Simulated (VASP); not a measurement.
Data:

```
CELL_PARAMETERS angstrom
      2.06134    -3.57035     0.00000
      2.06134     3.57035     0.00000
      0.00000     0.00000     6.87584
ATOMIC_POSITIONS crystal
  Mg 0.00000 0.00000 0.00000
  I  0.33333 0.66667 0.24357
  I  0.66667 0.33333 0.75643
```

Method: PBE GGA with D3 dispersion (Becke-Johnson damping), VASP's PBE PAW potentials (set 64) (plane waves; VASP). Run with 520 eV cut-off, Gaussian smearing of 0.050 eV, potentials Mg I.

Unless said otherwise, spin-orbit coupling is left out, though it shifts the bands of the heavy elements here.

Question: What does the run give for the band gap (along the path) with the smallest direct gap where there is one?

Answer: 
| Item | Value |
|---|---|
| band gap (along the path) | 3.54 eV |
| smallest direct gap (along the path) | 3.79 eV |

Total energies compare only between runs with the same potentials, cut-off and functional.

The compound is MgI2 in the 1T layered structure. It was relaxed first.
